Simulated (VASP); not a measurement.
Here is the system:

```yaml
crystal:
  lattice:
    - [3.68538, 0.00000, 0.00000]
    - [0.00000, 3.68538, 0.00000]
    - [0.00000, 0.00000, 10.88669]
  atoms:
    - { symbol: Zn, position: [0.00000, 0.00000, 0.00000] }
    - { symbol: Zn, position: [0.50000, 0.50000, 0.50000] }
    - { symbol: Cl, position: [0.50000, 0.00000, 0.12314] }
    - { symbol: Cl, position: [0.50000, 0.00000, 0.62314] }
    - { symbol: Cl, position: [0.00000, 0.50000, 0.37686] }
    - { symbol: Cl, position: [0.00000, 0.50000, 0.87686] }
```

All values below come from PBEsol GGA, VASP's PBE PAW potentials (set 64) (plane waves; VASP). Numerical set-up: 300 eV cut-off, 6×6×2 Γ-centred mesh, Gaussian smearing of 0.010 eV, potentials Zn Cl.

Give the energies of bands 17 to 30 at the high-symmetry points, in eV from the valence-band maximum.

```tsv
band	Γ	X	M	Z	R	A
17	-1.49	-2.58	-2.44	-1.43	-2.66	-2.45
18	-1.49	-2.58	-2.44	-1.43	-2.66	-2.45
19	-1.29	-1.31	-1.73	-1.37	-1.03	-1.65
20	-1.29	-1.31	-1.73	-1.37	-1.03	-1.65
21	-1.06	-0.91	-1.57	-0.59	-0.91	-1.65
22	-0.26	-0.91	-1.57	-0.59	-0.91	-1.65
23	-0.26	-0.60	-1.51	-0.18	-0.83	-1.47
24	-0.14	-0.60	-1.51	-0.18	-0.83	-1.47
25	0.00	-0.18	-1.11	-0.07	-0.18	-1.15
26	0.00	-0.18	-1.11	-0.07	-0.18	-1.15
27	3.75	5.21	6.22	4.35	5.26	6.32
28	4.97	5.21	6.22	4.35	5.26	6.32
29	5.71	8.11	6.27	5.89	7.92	6.73
30	6.07	8.11	6.27	5.89	7.92	6.73
```

The gap is direct, 3.75 eV, from the valence maximum at Γ to the conduction minimum at Γ.

The structure comes from a computed database's ZnCl2 entry (P4_2/nmc); how it stands against other phases isn't given here. The cell was not relaxed at this level.
